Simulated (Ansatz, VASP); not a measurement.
**SrLi4CaSi2 in VASP and in Ansatz**

```
Li Sr Ca Si
1.0
     4.74226    0.00000    0.00000
     0.00000    4.74226    0.00000
     0.00000    0.00000    6.65072
Li Sr Ca Si
4 1 1 2
Direct
  0.50000 0.00000 0.25688
  0.00000 0.50000 0.74312
  0.50000 0.50000 0.00000
  0.00000 0.00000 0.50000
  0.00000 0.00000 0.00000
  0.50000 0.50000 0.50000
  0.50000 0.00000 0.74232
  0.00000 0.50000 0.25768
```

Alike in both runs: task single point; functional PBE; k mesh 4 × 4 × 4; occupations gaussian, width 0.1 eV; no spin polarisation.

|  | VASP | Ansatz |
| --- | --- | --- |
| version | VASP 6.6.1 | Ansatz 0.2.0 |
| potentials or method | VASP PAW PBE potentials, release 64 (Li_sv, Sr_sv, Ca_sv, Si) | scalar-relativistic, plane waves, PAW |
| plane-wave cutoff (eV) | 520 | 420 |
| valence electrons in the cell | 40 | 40 |

|  | VASP | Ansatz | Ansatz less VASP |
| --- | --- | --- | --- |
| gap on the k mesh at the Fermi level (eV) | 0.42 | 0.41 | -0.008 |
| least direct gap on the mesh (eV) | 0.61 | 0.60 | -0.009 |
| rms of the force components (eV/Å) | 0.070 | 0.070 | -0.0005 |

Atom by atom the forces differ by 0.001 eV/Å (rms over components).
